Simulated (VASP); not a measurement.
The system is MoS2.

```xyz
6
Lattice="3.1610 0.0000 0.0000 -1.5805 2.7375 0.0000 0.0000 0.0000 12.9098" Properties=species:S:1:pos:R:3 pbc="T T T"
Mo    0.0000    1.8250    3.2274
Mo    1.5805    0.9125    9.6823
S     1.5805    0.9125    4.7924
S     1.5805    0.9125    1.6624
S     0.0000    1.8250   11.2473
S     0.0000    1.8250    8.1173
```

The cell was built by a generator and needn't be a form met in nature.

Base run:

| Property | Result |
| --- | --- |
| Program | VASP 6.6.1 |
| Functional | rev-vdW-DF2 |
| Potentials or basis | VASP PAW PBE potentials, release 64 (Mo_sv, S) |
| Cutoff | 520 eV |
| k mesh | 8 × 8 × 2 |
| Occupations | fermi-dirac, width 0.05 eV |
| Spin | no spin polarisation |

Its results: band gap on the k mesh 1.20 eV, indirect (least direct gap 1.99 eV); pressure 0.5 GPa; largest force 0.176 eV/Å.

Q: The run is repeated on the same cell with these changes: functional from rev-vdW-DF2 to PBE. What comes out?

A: Band gap on the k mesh 1.24 eV, indirect (least direct gap 1.99 eV); pressure 2.1 GPa; largest force 0.047 eV/Å.

Caveats: the PAW data sets were made with another functional, which shifts forces and pressure a little (some runs); this functional lacks dispersion, which binds the layers, so the pressure and a relaxed spacing across them are unreliable (some runs).

A k mesh can miss the band edges.

Not every run made on this cell is shown here.
